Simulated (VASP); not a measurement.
All values below come from PBEsol GGA, VASP's PBE PAW potentials (set 64) (plane waves; VASP).

Input for VASP

POSCAR:
```
SrTiO3
3.8964090
  1.0000000305   0.0000000000   0.0000000000
  0.0000000000   1.0000000305   0.0000000000
  0.0000000000   0.0000000000   1.0000000305
Sr Ti O
1 1 3
Direct
  0.0000000000   0.0000000000   0.0000000000
  0.5000000000   0.5000000000   0.5000000000
  0.5000000000   0.0000000000   0.5000000000
  0.0000000000   0.5000000000   0.5000000000
  0.5000000000   0.5000000000   0.0000000000
```

**INCAR**
```
ALGO = Normal
CSHIFT = 0.1
EDIFF = 1E-7
ENCUT = 520
GGA = PS
ISMEAR = 0
LASPH = .TRUE.
LCHARG = .FALSE.
LMAXMIX = 4
LOPTICS = .TRUE.
LREAL = .FALSE.
LWAVE = .FALSE.
NBANDS = 72
NEDOS = 1001
NELM = 100
PREC = Accurate
SIGMA = 0.01
SYSTEM = SrTiO3
```

**KPOINTS**
```
K-points
0
gamma
 10 10 10
0 0 0
```

POTCAR, in this order: Sr_sv Ti_sv O (PBE.64 set). Program: vasp_std.

The run wrote:

**OSZICAR**
```
       N       E                     dE             d eps       ncg     rms          rms(c)
DAV:   1     0.354515712754E+03    0.35452E+03   -0.15854E+04  8088   0.620E+02
DAV:   2    -0.182805947475E+02   -0.37280E+03   -0.34355E+03  8448   0.212E+02
DAV:   3    -0.503787198968E+02   -0.32098E+02   -0.30861E+02 10496   0.589E+01
DAV:   4    -0.516152946602E+02   -0.12366E+01   -0.12300E+01  9528   0.964E+00
DAV:   5    -0.516295573602E+02   -0.14263E-01   -0.14261E-01  9336   0.101E+00    0.278E+01
DAV:   6    -0.424772893279E+02    0.91523E+01   -0.96613E+00 10944   0.247E+01    0.166E+01
DAV:   7    -0.421260456090E+02    0.35124E+00   -0.24989E+00  9800   0.695E+00    0.105E+01
DAV:   8    -0.423244113052E+02   -0.19837E+00   -0.12052E+00  9904   0.646E+00    0.547E+00
DAV:   9    -0.420269374129E+02    0.29747E+00   -0.49861E-01  9424   0.351E+00    0.122E+00
DAV:  10    -0.420214773180E+02    0.54601E-02   -0.19678E-02 10208   0.595E-01    0.708E-01
DAV:  11    -0.420164998355E+02    0.49775E-02   -0.70737E-03 10816   0.468E-01    0.175E-01
DAV:  12    -0.420164790456E+02    0.20790E-04   -0.78572E-04 10632   0.117E-01    0.335E-02
DAV:  13    -0.420164793113E+02   -0.26567E-06   -0.75548E-05  9256   0.449E-02    0.138E-02
DAV:  14    -0.420164792346E+02    0.76711E-07   -0.37068E-06  9608   0.665E-03    0.887E-03
DAV:  15    -0.420164789649E+02    0.26971E-06   -0.57954E-07 10360   0.487E-03    0.150E-03
DAV:  16    -0.420164789035E+02    0.61424E-07   -0.54310E-08  8248   0.712E-04
   1 F= -.42016479E+02 E0= -.42016479E+02  d E =-.183726E-42
 imaginary and real dielectric function
```

**OUTCAR**
```
------------------------ aborting loop because EDIFF is reached ----------------------------------------
  FORCE on cell =-STRESS in cart. coord.  units (eV):
  Direction    XX          YY          ZZ          XY          YZ          ZX
  --------------------------------------------------------------------------------------
  Total       -0.0269656     -0.0269656     -0.0269656      0.0000000     -0.0000000      0.0000000
  in kB       -0.7303443     -0.7303443     -0.7303443      0.0000000     -0.0000000      0.0000000
  external PRESSURE =      -0.7303443 kB  Pullay stress =       0.0000000 kB
  volume of cell :       59.16
      direct lattice vectors                 reciprocal lattice vectors
     3.896409119  0.000000000  0.000000000     0.256646561  0.000000000  0.000000000
     0.000000000  3.896409119  0.000000000     0.000000000  0.256646561  0.000000000
     0.000000000  0.000000000  3.896409119     0.000000000  0.000000000  0.256646561
 POSITION                                       TOTAL-FORCE (eV/Angst)
 -----------------------------------------------------------------------------------
      0.00000      0.00000      0.00000         0.000000      0.000000      0.000000
      1.94820      1.94820      1.94820         0.000000      0.000000      0.000000
      1.94820      0.00000      1.94820         0.000000      0.000000      0.000000
      0.00000      1.94820      1.94820         0.000000      0.000000      0.000000
      1.94820      1.94820      0.00000         0.000000      0.000000      0.000000
 -----------------------------------------------------------------------------------
    total drift:                                0.000000      0.000000     -0.000000
  FREE ENERGIE OF THE ION-ELECTRON SYSTEM (eV)
  ---------------------------------------------------
  free  energy   TOTEN  =       -42.0164789035 eV

  energy  without entropy=      -42.0164789035  energy(sigma->0) =      -42.01647890

 plasma frequency squared (from intraband transitions) (eV^2)
  --------------------------------------------------------------------------------------
       0.000      -0.000       0.000
       0.000       0.000       0.000
      -0.000       0.000       0.000

 plasma frequency squared (from interband transitions, int dw w eps(2)(w)) (eV^2)
  --------------------------------------------------------------------------------------
     676.321       0.000       0.000       0.000       0.000      -0.000
       0.000      -0.000     676.321       0.000       0.000       0.000
       0.000       0.000       0.000      -0.000     676.321       0.000
```
(Selected blocks of OUTCAR.)

The dielectric response may not be converged in the k-mesh; for small gaps it tends to come out too large.

The compound is SrTiO3 in the cubic perovskite structure, the ideal cubic form; the compound distorts at low or room temperature. It was relaxed first.
